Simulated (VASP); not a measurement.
Here is the system:

```yaml
crystal:
  lattice:
    - [3.63099, 2.09635, 2.25259]
    - [-3.63099, 2.09635, 2.25259]
    - [0.00000, -4.19270, 2.25259]
  atoms:
    - { symbol: Sr, position: [0.50000, 0.50000, 0.50000] }
    - { symbol: Ni, position: [0.00000, 0.00000, 0.00000] }
    - { symbol: F, position: [0.72210, 0.72210, 0.06795] }
    - { symbol: F, position: [0.27790, 0.27790, 0.93205] }
    - { symbol: F, position: [0.06795, 0.72210, 0.72210] }
    - { symbol: F, position: [0.93205, 0.27790, 0.27790] }
    - { symbol: F, position: [0.72210, 0.06795, 0.72210] }
    - { symbol: F, position: [0.27790, 0.93205, 0.27790] }
```

Calculation: PBEsol GGA, VASP's PBE PAW potentials (set 64) (plane waves; VASP). Settings: 400 eV cut-off, 5×5×5 Γ-centred mesh, Gaussian smearing of 0.010 eV, potentials Sr_sv Ni F.

**Question.** Give the energies of bands 20 to 33 at the high-symmetry points, in eV from the valence-band maximum.

**Answer.** 
| band | Γ | L | T | P0 | F |
|---|---|---|---|---|---|
| 20 | -1.93 | -2.10 | -2.03 | -1.98 | -2.08 |
| 21 | -1.83 | -2.06 | -2.03 | -1.98 | -1.68 |
| 22 | -1.83 | -1.81 | -1.53 | -1.69 | -1.52 |
| 23 | -1.25 | -1.33 | -1.43 | -1.46 | -1.44 |
| 24 | -1.25 | -1.25 | -1.43 | -1.46 | -1.25 |
| 25 | -1.19 | -1.10 | -1.06 | -1.24 | -1.12 |
| 26 | -0.83 | -1.01 | -0.92 | -0.95 | -1.10 |
| 27 | -0.83 | -0.84 | -0.92 | -0.95 | -0.85 |
| 28 | -0.47 | -0.82 | -0.57 | -0.59 | -0.83 |
| 29 | -0.47 | -0.44 | -0.53 | -0.50 | -0.70 |
| 30 | -0.47 | -0.33 | -0.15 | -0.20 | -0.50 |
| 31 | -0.24 | -0.16 | -0.15 | -0.20 | 0.00 |
| 32 | 1.12 | 1.36 | 1.13 | 1.42 | 1.17 |
| 33 | 1.12 | 1.60 | 1.13 | 1.42 | 1.62 |

The gap is indirect, 1.12 eV, from the valence maximum at F to the conduction minimum at Γ.

The structure comes from a computed database's SrNiF6 entry; how it stands against other phases isn't given here. The cell was not relaxed at this level. The run is not spin-polarised, so no magnetic state was tried.
